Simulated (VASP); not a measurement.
# A VASP study of Al2Cu (r2SCAN): structure first, properties next, part 3 of 3

Wanted: the relaxed cell of Al2Cu and its properties. The start is a computed cell from the Materials Project.

VASP 6.6.1; r2SCAN; plane waves and PAW (Al, Cu).

Still holding for the runs below: This run has no spin polarisation. Its electron count is odd, so without a moment it is a metal by construction.

So far. Step 4 (Band structure (r2SCAN)): There is no gap at this level. Step 4 (Band structure (r2SCAN)): Of the bands kept, 3 cross the Fermi level on this path.

### Step 5. Total and projected DOS (r2SCAN)

A density of states needs more k-points than a total energy; ISMEAR = -5 takes tetrahedra, and LORBIT projects the states on the PAW spheres. The mesh is finer than in the run before.

The input, INCAR:

```
SYSTEM = Al2Cu
PREC = Accurate
ENCUT = 400
EDIFF = 1E-06
NELM = 100
ISMEAR = -5
SIGMA = 0.2
LREAL = .FALSE.
ALGO = Normal
METAGGA = R2SCAN
LASPH = .TRUE.
NBANDS = 21
LORBIT = 11
LWAVE = .FALSE.
LCHARG = .FALSE.
KPAR = 2
NEDOS = 2001
```

The input, POSCAR:

```
Al2Cu
1.0
    0.0000000000      2.8626087500      2.8626087500
    2.8626087500      0.0000000000      2.8626087500
    2.8626087500      2.8626087500      0.0000000000
Al Cu
2 1
Direct
    0.2500000000      0.2500000000      0.2500000000
    0.7500000000      0.7500000000      0.7500000000
    0.5000000000      0.5000000000      0.5000000000
```

The input, KPOINTS:

```
Automatic mesh
0
Gamma
10 10 10
0 0 0
```

Potentials, in the order of the species: Al and Cu (PBE family, release 64).

Started as:

```console
$ mpirun -np 2 vasp_std
```

The log of the run:

```text
[... set-up lines as in an earlier step ...]
 entering main loop
       N       E                     dE             d eps       ncg     rms          rms(c)
DAV:   1     0.505885909822E+02    0.50589E+02   -0.58073E+03  2056   0.739E+02
DAV:   2    -0.247186461737E+02   -0.75307E+02   -0.63939E+02  2109   0.170E+02
DAV:   3    -0.289355981232E+02   -0.42170E+01   -0.40979E+01  2469   0.432E+01
DAV:   4    -0.290155993252E+02   -0.80001E-01   -0.79881E-01  2401   0.503E+00
DAV:   5    -0.290193356428E+02   -0.37363E-02   -0.37378E-02  2875   0.125E+00    0.143E+01
DAV:   6    -0.284843153864E+02    0.53502E+00   -0.28286E+01  2284   0.151E+02    0.114E+01
DAV:   7    -0.249813952543E+02    0.35029E+01   -0.62884E+00  2652   0.570E+01    0.230E+00
DAV:   8    -0.250309696013E+02   -0.49574E-01   -0.10444E+00  2754   0.266E+01    0.299E+00
DAV:   9    -0.249131217966E+02    0.11785E+00   -0.28736E-01  2681   0.147E+01    0.508E-01
DAV:  10    -0.249197509449E+02   -0.66291E-02   -0.14654E-02  3116   0.247E+00    0.522E-01
DAV:  11    -0.249144586544E+02    0.52923E-02   -0.79005E-03  2594   0.263E+00    0.124E-01
DAV:  12    -0.249144351587E+02    0.23496E-04   -0.68942E-04  3096   0.321E-01    0.248E-02
DAV:  13    -0.249144330178E+02    0.21408E-05   -0.23034E-05  3154   0.970E-02    0.132E-02
DAV:  14    -0.249144317969E+02    0.12209E-05   -0.11696E-06  1950   0.264E-02    0.224E-03
DAV:  15    -0.249144313444E+02    0.45257E-06   -0.50360E-07  1332   0.136E-02
   1 F= -.24914431E+02 E0= -.24914431E+02  d E =0.000000E+00
 -----------------------------------------------------------------------------
|                                                                             |
|           W    W    AA    RRRRR   N    N  II  N    N   GGGG   !!!           |
|           W    W   A  A   R    R  NN   N  II  NN   N  G    G  !!!           |
|           W    W  A    A  R    R  N N  N  II  N N  N  G       !!!           |
|           W WW W  AAAAAA  RRRRR   N  N N  II  N  N N  G  GGG   !            |
|           WW  WW  A    A  R   R   N   NN  II  N   NN  G    G                |
|           W    W  A    A  R    R  N    N  II  N    N   GGGG   !!!           |
|                                                                             |
|     Tetrahedron method does not include variations of the Fermi             |
|     occupations, so forces and stress will be inaccurate. We suggest        |
|     using a different smearing scheme ISMEAR = 1 or 2 for metals in         |
|     relaxations.                                                            |
|                                                                             |
 -----------------------------------------------------------------------------
```

It took 36 s on 2 MPI ranks of Intel Xeon 6975P-C (Granite Rapids), shared host; peak memory 0.32 GiB; 70 s of CPU time.

OUTCAR, selected parts (step 5):

```text
   k-points           NKPTS =     47   k-points in BZ     NKDIM =     47   number of bands    NBANDS=     21

   NELECT =      17.0000    total number of electrons

 E-fermi :   7.0335

 k-point     1 :       0.0000    0.0000    0.0000
  band No.  band energies     occupation
    ...
      2       2.3237      2.00000
      3       2.3237      2.00000
      4       2.3237      2.00000
      5       2.8944      2.00000
      6       2.8944      2.00000
      7      10.1328      0.00000
      8      10.1329      0.00000
      9      10.1329      0.00000
     10      10.2382      0.00000
     11      10.2382      0.00000
    ...

  Total        0.0253893      0.0253893      0.0253893     -0.0000000     -0.0000000     -0.0000000
  in kB        0.8670510      0.8670510      0.8670510     -0.0000000     -0.0000000     -0.0000000
  external PRESSURE =       0.8670510 kB  Pullay stress =       0.0000000 kB

  FREE ENERGIE OF THE ION-ELECTRON SYSTEM (eV)
  ---------------------------------------------------
  free  energy   TOTEN  =       -24.9144313444 eV

  energy  without entropy=      -24.9144313444  energy(sigma->0) =      -24.91443134

[... 7 parts as in an earlier step ...]

[... 10 further parts left out ...]
```

With tetrahedra the forces and stress of a metal are not exact derivatives of the energy.

This step gave:

```
irreducible k-points   : 47
Fermi energy           : 7.034 eV
pressure               : 0.08671 GPa
DOS at the Fermi level : 0.8566 states/eV/cell
```

The density of states has structure finer than the step of the table below, so its rows give means over 1 eV, whole bins alone (the curve runs from -12.0 to 5.89 eV). Peaks (eV: height): total -4.6: 9.86, -4.2: 14.7, -4.1: 20.3; Cu d -4.6: 8.10, -4.2: 13.0, -4.1: 18.5; Al p -4.7: 0.324, -1.9: 0.193, 3.1: 0.225, 4.5: 0.270; Al s -7.9: 0.135, -5.8: 0.265, 3.0: 0.151, 4.5: 0.110.

States under -12.0 eV and over 5.9 eV are left out. Table of density of states by energy, zero at the Fermi level; means over each step; values in states/eV/cell:

| energy (eV) | total | Cu d | Al p | Al s |
| --- | --- | --- | --- | --- |
| -11 | 0.0208 | 0 | 6.5e-5 | 0.00447 |
| -10 | 0.256 | 3.3e-4 | 0.00328 | 0.0526 |
| -9 | 0.424 | 0.00335 | 0.0111 | 0.0815 |
| -8 | 0.630 | 0.0183 | 0.0245 | 0.111 |
| -7 | 0.594 | 0.0347 | 0.0256 | 0.103 |
| -6 | 1.19 | 0.290 | 0.0459 | 0.186 |
| -5 | 3.58 | 2.52 | 0.127 | 0.0985 |
| -4 | 6.40 | 5.38 | 0.100 | 0.0294 |
| -3 | 1.08 | 0.407 | 0.0781 | 0.0479 |
| -2 | 1.23 | 0.246 | 0.148 | 0.0455 |
| -1 | 1.11 | 0.144 | 0.154 | 0.0322 |
| 0 | 0.854 | 0.0728 | 0.126 | 0.0184 |
| 1 | 0.560 | 0.0609 | 0.0661 | 0.0393 |
| 2 | 0.805 | 0.119 | 0.0703 | 0.0964 |
| 3 | 1.36 | 0.177 | 0.156 | 0.110 |
| 4 | 1.28 | 0.132 | 0.168 | 0.0517 |
| 5 | 1.09 | 0.0962 | 0.128 | 0.0834 |

The finer mesh and the other smearing move the Fermi level by +0.01 eV from the 7×7×7 run, a small shift, which tests the Fermi level alone.

### Step 6. Vibrations at Γ (r2SCAN)

Zone-centre modes test whether the atoms sit at a minimum within this cell. IBRION = 6 takes the force constants from differences of forces between displaced cells, so the forces must be tight.

The input, INCAR:

```
SYSTEM = Al2Cu
PREC = Accurate
ENCUT = 400
EDIFF = 1E-08
NELM = 100
ISMEAR = 1
SIGMA = 0.2
LREAL = .FALSE.
ALGO = Normal
METAGGA = R2SCAN
LASPH = .TRUE.
NBANDS = 14
LORBIT = 11
LWAVE = .FALSE.
LCHARG = .FALSE.
KPAR = 2
IBRION = 6
NFREE = 2
POTIM = 0.015
ISIF = 2
NSW = 1
```

POSCAR is that of step 5.

The input, KPOINTS:

```
Automatic mesh
0
Gamma
12 12 12
0 0 0
```

Started as:

```console
$ mpirun -np 2 vasp_std
```

The log of the run:

```text
[... set-up lines as in an earlier step ...]
 entering main loop
       N       E                     dE             d eps       ncg     rms          rms(c)
DAV:   1     0.476019033221E+02    0.47602E+02   -0.61017E+03  2024   0.110E+03
DAV:   2    -0.265750303293E+02   -0.74177E+02   -0.66347E+02  2082   0.207E+02
DAV:   3    -0.289706181189E+02   -0.23956E+01   -0.23294E+01  2660   0.472E+01
DAV:   4    -0.290193297399E+02   -0.48712E-01   -0.48689E-01  2406   0.565E+00
DAV:   5    -0.290217668762E+02   -0.24371E-02   -0.24370E-02  3110   0.143E+00    0.143E+01
DAV:   6    -0.284151098316E+02    0.60666E+00   -0.42174E+01  2376   0.227E+02    0.114E+01
DAV:   7    -0.249772134859E+02    0.34379E+01   -0.91045E+00  2562   0.866E+01    0.220E+00
DAV:   8    -0.249760299304E+02    0.11836E-02   -0.13684E+00  2948   0.349E+01    0.238E+00
DAV:   9    -0.249147213675E+02    0.61309E-01   -0.20503E-01  2772   0.147E+01    0.692E-01
DAV:  10    -0.249194348888E+02   -0.47135E-02   -0.92451E-03  3218   0.207E+00    0.623E-01
DAV:  11    -0.249141870475E+02    0.52478E-02   -0.79872E-03  2702   0.325E+00    0.232E-01
DAV:  12    -0.249136968310E+02    0.49022E-03   -0.21996E-03  3132   0.135E+00    0.247E-02
DAV:  13    -0.249137051988E+02   -0.83678E-05   -0.10176E-04  3118   0.134E-01    0.201E-02
DAV:  14    -0.249137021243E+02    0.30745E-05   -0.40067E-06  2670   0.601E-02    0.124E-03
DAV:  15    -0.249137025282E+02   -0.40391E-06   -0.21750E-07  3230   0.122E-02    0.186E-03
DAV:  16    -0.249137021810E+02    0.34719E-06   -0.37120E-08  2304   0.633E-03    0.127E-03
DAV:  17    -0.249137018970E+02    0.28406E-06   -0.43998E-09  1536   0.159E-03    0.368E-04
DAV:  18    -0.249137018423E+02    0.54690E-07   -0.23857E-09  1380   0.105E-03    0.204E-04
DAV:  19    -0.249137018281E+02    0.14164E-07   -0.19299E-09  1326   0.771E-04    0.351E-05
DAV:  20    -0.249137018345E+02   -0.64331E-08   -0.89147E-10  1308   0.693E-04
   1 F= -.24913702E+02 E0= -.24913376E+02  d E =-.978774E-03
 Found     2 degrees of freedom:
 Finite differences POTIM= 0.01500 DOF=   2
 bond charge predicted
       N       E                     dE             d eps       ncg     rms          rms(c)
DAV:   1    -0.249129557671E+02    0.74606E-03   -0.24919E-02  7924   0.108E+00    0.442E-02
DAV:   2    -0.249130190270E+02   -0.63260E-04   -0.69301E-04 11138   0.231E-01    0.263E-02
DAV:   3    -0.249130176028E+02    0.14242E-05   -0.54078E-05  9364   0.609E-02    0.129E-02
DAV:   4    -0.249130199518E+02   -0.23490E-05   -0.40691E-06 10820   0.172E-02    0.584E-03
DAV:   5    -0.249130205084E+02   -0.55656E-06   -0.74368E-07  9804   0.130E-02    0.112E-03
DAV:   6    -0.249130205359E+02   -0.27588E-07   -0.80815E-08 10546   0.931E-03    0.675E-04
DAV:   7    -0.249130205529E+02   -0.16982E-07   -0.33606E-09  5792   0.103E-03    0.379E-04
DAV:   8    -0.249130205851E+02   -0.32184E-07   -0.26177E-09  5480   0.753E-04    0.489E-05
DAV:   9    -0.249130205830E+02    0.20586E-08   -0.65741E-10  4922   0.624E-04
   2 F= -.24913021E+02 E0= -.24912698E+02  d E =-.968884E-03
[...]
3 F= -.24913018E+02 E0= -.24912695E+02  d E =-.968896E-03
[...]
4 F= -.24912841E+02 E0= -.24912513E+02  d E =-.981603E-03
 Finite differences progress:
  Degree of freedom:   2/  2
  Displacement:        1/  2
  Total:               3/  4
 bond charge predicted
       N       E                     dE             d eps       ncg     rms          rms(c)
DAV:   1    -0.249054658858E+02    0.73747E-02   -0.38823E+00  4588   0.145E+01    0.242E-01
DAV:   2    -0.249137179901E+02   -0.82521E-02   -0.36390E-02  6854   0.217E+00    0.189E-01
DAV:   3    -0.249132054275E+02    0.51256E-03   -0.11623E-03  6298   0.108E+00    0.127E-01
DAV:   4    -0.249128418473E+02    0.36358E-03   -0.84843E-04  7222   0.439E-01    0.190E-02
DAV:   5    -0.249128451534E+02   -0.33062E-05   -0.20870E-05  7348   0.655E-02    0.165E-02
DAV:   6    -0.249128406963E+02    0.44571E-05   -0.19862E-05  7000   0.637E-02    0.274E-03
DAV:   7    -0.249128406851E+02    0.11208E-07   -0.65061E-07  5428   0.625E-03    0.185E-03
DAV:   8    -0.249128405861E+02    0.99011E-07   -0.33211E-07  7332   0.890E-03    0.344E-04
DAV:   9    -0.249128405644E+02    0.21712E-07   -0.16047E-08  4352   0.975E-04    0.134E-04
DAV:  10    -0.249128405693E+02   -0.49081E-08   -0.68183E-10  3038   0.353E-04
   5 F= -.24912841E+02 E0= -.24912513E+02  d E =-.981607E-03
 Finite differences progress:
  Degree of freedom:   2/  2
  Displacement:        2/  2
  Total:               4/  4
```

The job ended after 5.3 min (2 MPI ranks; peak memory 0.63 GiB).

Parts of OUTCAR (step 6):

```text
   k-points           NKPTS =     72   k-points in BZ     NKDIM =     72   number of bands    NBANDS=     14

   NELECT =      17.0000    total number of electrons

 E-fermi :   7.0696

 k-point     1 :       0.0000    0.0000    0.0000
  band No.  band energies     occupation
    ...
      2       2.3240      2.00000
      3       2.3242      2.00000
      4       2.3243      2.00000
      5       2.8946      2.00000
      6       2.8949      2.00000
      7      10.1231     -0.00000
      8      10.1232     -0.00000
      9      10.1335     -0.00000
     10      10.2381     -0.00000
     11      10.2486     -0.00000
    ...

  Total        0.0514360      0.0518665      0.0518665      0.0000000      0.0000000     -0.0000000
  in kB        1.7565551      1.7712571      1.7712571      0.0000000      0.0000000     -0.0000000
  external PRESSURE =       1.7663564 kB  Pullay stress =       0.0000000 kB

 POSITION                                       TOTAL-FORCE (eV/Angst)
 -----------------------------------------------------------------------------------
      1.43130      1.43130      1.43130        -0.057833      0.000000      0.000000
      4.29391      4.29391      4.29391        -0.057833      0.000000      0.000000
      2.84761      2.86261      2.86261         0.115667      0.000000      0.000000
 -----------------------------------------------------------------------------------
    total drift:                               -0.005439      0.000000      0.000001

  FREE ENERGIE OF THE ION-ELECTRON SYSTEM (eV)
  ---------------------------------------------------
  free  energy   TOTEN  =       -24.9128405693 eV

  energy  without entropy=      -24.9118589624  energy(sigma->0) =      -24.91251337

 Eigenvectors and eigenvalues of the dynamical matrix
 ----------------------------------------------------

   1 f  =    8.612830 THz    54.116008 2PiTHz  287.293089 cm-1    35.619787 meV
             X         Y         Z           dx          dy          dz
      1.431304  1.431304  1.431304     0.706651   -0.025394    0.000000
      4.293913  4.293913  4.293913    -0.706651    0.025394   -0.000000
      2.862609  2.862609  2.862609     0.000000    0.000000    0.000000

   2 f  =    8.612830 THz    54.116008 2PiTHz  287.293089 cm-1    35.619787 meV
             X         Y         Z           dx          dy          dz
      1.431304  1.431304  1.431304    -0.000000    0.000000    0.707107
      4.293913  4.293913  4.293913    -0.000000    0.000000   -0.707107
      2.862609  2.862609  2.862609     0.000000   -0.000000    0.000000

   3 f  =    8.612830 THz    54.116008 2PiTHz  287.293089 cm-1    35.619787 meV
             X         Y         Z           dx          dy          dz
      1.431304  1.431304  1.431304    -0.025394   -0.706651    0.000000
      4.293913  4.293913  4.293913     0.025394    0.706651   -0.000000
      2.862609  2.862609  2.862609    -0.000000   -0.000000    0.000000

   4 f  =    8.080750 THz    50.772847 2PiTHz  269.544790 cm-1    33.419280 meV
             X         Y         Z           dx          dy          dz
      1.431304  1.431304  1.431304    -0.500522   -0.149320   -0.000000
      4.293913  4.293913  4.293913    -0.500522   -0.149320    0.000000
      2.862609  2.862609  2.862609     0.645933    0.192700   -0.000000

   5 f  =    8.080750 THz    50.772847 2PiTHz  269.544790 cm-1    33.419280 meV
             X         Y         Z           dx          dy          dz
      1.431304  1.431304  1.431304     0.112894   -0.378423    0.341861
      4.293913  4.293913  4.293913     0.112894   -0.378423    0.341861
      2.862609  2.862609  2.862609    -0.145692    0.488363   -0.441178

   6 f  =    8.080750 THz    50.772847 2PiTHz  269.544790 cm-1    33.419280 meV
             X         Y         Z           dx          dy          dz
      1.431304  1.431304  1.431304     0.097730   -0.327594   -0.394904
      4.293913  4.293913  4.293913     0.097730   -0.327594   -0.394904
      2.862609  2.862609  2.862609    -0.126123    0.422766    0.509632

   7 f/i=    0.039392 THz     0.247510 2PiTHz    1.313992 cm-1     0.162914 meV
             X         Y         Z           dx          dy          dz
      1.431304  1.431304  1.431304     0.271458   -0.333651   -0.205351
      4.293913  4.293913  4.293913     0.271458   -0.333651   -0.205351
      2.862609  2.862609  2.862609     0.420696   -0.517080   -0.318245

   8 f/i=    0.039392 THz     0.247510 2PiTHz    1.313992 cm-1     0.162914 meV
             X         Y         Z           dx          dy          dz
      1.431304  1.431304  1.431304     0.314276    0.036278    0.356505
      4.293913  4.293913  4.293913     0.314276    0.036278    0.356505
      2.862609  2.862609  2.862609     0.487053    0.056222    0.552499

   9 f/i=    0.039392 THz     0.247510 2PiTHz    1.313992 cm-1     0.162914 meV
             X         Y         Z           dx          dy          dz
      1.431304  1.431304  1.431304     0.233929    0.338441   -0.240659
      4.293913  4.293913  4.293913     0.233929    0.338441   -0.240659
      2.862609  2.862609  2.862609     0.362534    0.524503   -0.372964

 ELASTIC MODULI CONTR FROM IONIC RELAXATION (kBar)
 Direction    XX          YY          ZZ          XY          YZ          ZX
 --------------------------------------------------------------------------------
 XX          -0.0000      0.0000     -0.0000      0.0000     -0.0000      0.0000
 YY           0.0000     -0.0000     -0.0000      0.0000     -0.0000     -0.0000
 ZZ          -0.0000     -0.0000     -0.0000     -0.0000     -0.0000      0.0000
 XY           0.0000      0.0000     -0.0000   -200.6059      0.0000      0.0000
 YZ          -0.0000     -0.0000     -0.0000      0.0000   -200.6059      0.0000
 ZX           0.0000     -0.0000      0.0000      0.0000      0.0000   -200.6059
 --------------------------------------------------------------------------------

[... 6 parts as in an earlier step ...]

[... 10 further parts left out ...]
```

CONTCAR:

```
Al2Cu
   1.00000000000000
     0.0000000000000000    2.8626087500000001    2.8626087500000001
     2.8626087500000001    0.0000000000000000    2.8626087500000001
     2.8626087500000001    2.8626087500000001    0.0000000000000000
  Al              Cu
     2     1
Direct
     0.2500000000000000    0.2500000000000000    0.2500000000000000
     0.7500000000000000    0.7500000000000000    0.7500000000000000
     0.5026199877995903    0.4973800122004098    0.4973800122004097
```

The last energy, forces, stress and levels in OUTCAR belong to the last displaced cell, not to the cell of POSCAR.

This step gave:

| Quantity | Value |
| --- | --- |
| bands | 14 |
| irreducible k-points | 72 |
| pressure of the cell | 0.1622 GPa |
| largest force of the cell | 0 eV/Å |

Modes at Γ, with each element's share of the kinetic energy:

| mode | frequency (cm⁻¹) | symmetry | Al % | Cu % |
| --- | --- | --- | --- | --- |
| 1 | -1.3 | acoustic | 45 | 55 |
| 2 | -1.3 | acoustic | 45 | 55 |
| 3 | -1.3 | acoustic | 45 | 55 |
| 4 | 269.5 | T1u | 55 | 45 |
| 5 | 269.5 | T1u | 55 | 45 |
| 6 | 269.5 | T1u | 55 | 45 |
| 7 | 287.3 | T2g | 100 | 0 |
| 8 | 287.3 | T2g | 100 | 0 |
| 9 | 287.3 | T2g | 100 | 0 |

Displacements in mode 4 (269.5 cm⁻¹), the largest set to 1:
```
Al1  0.25 -0.83 -1.00
Al2  0.25 -0.83 -1.00
Cu3 -0.21  0.70  0.84
```

Displacements in mode 8 (287.3 cm⁻¹), the largest set to 1:
```
Al1  0.00  0.00  1.00
Al2  0.00  0.00 -1.00
Cu3  0.00  0.00  0.00
```

The three acoustic modes lie within 1.3 cm⁻¹ of zero, and all others are real. By the characters of their eigenvectors the optical modes sort into (cm⁻¹) Raman active: T2g 287; infrared active: T1u 270. With a centre of inversion no mode is active in both.

### Step 7. Outcome

```
relaxed volume                                                           : 15.64 Å³/atom
relaxed conventional cell a, b, c                                        : 5.725, 5.725, 5.725 Å
space group after relaxing, within 0.02 Å (lengths above averaged to it) : Fm-3m (No. 225)
band gap                                                                 : none, a metal
DOS at the Fermi level                                                   : 0.857 states/eV/cell
highest zone-centre mode                                                 : 287 cm⁻¹
```

What this shows: With r2SCAN, Al2Cu relaxes to 15.64 Å³/atom in space group Fm-3m and comes out as a metal. Band structure (r2SCAN): Of the bands kept, 3 cross the Fermi level on this path. Vibrations at Γ (r2SCAN): The highest mode in this list at Γ, 287.3 cm⁻¹, is mostly motion of Al (100 % of the kinetic energy). With an odd electron count and no spin the cell is a metal by construction. Modes at Γ alone can't show that the crystal is stable at other wave vectors. No search among competing phases was made, and a listed structure need not be the one stable at ambient conditions. All values are for a static lattice at zero temperature.

[Lines on the potential files, build, host, timing and source positions are cut from VASP's logs without a mark.]

[Logs are printed without paths, hosts, clocks, repeated set-up lines and the standing remarks that a program may print on its own settings, such as how far it seeks lower states.]

[Hosts, paths, dates, database ids (printed as entryN), source tags and the programs' standing remarks are cut or masked in the printed files.]

[A measured line is paired with the nearest computed mode of its activity, which favours agreement.]
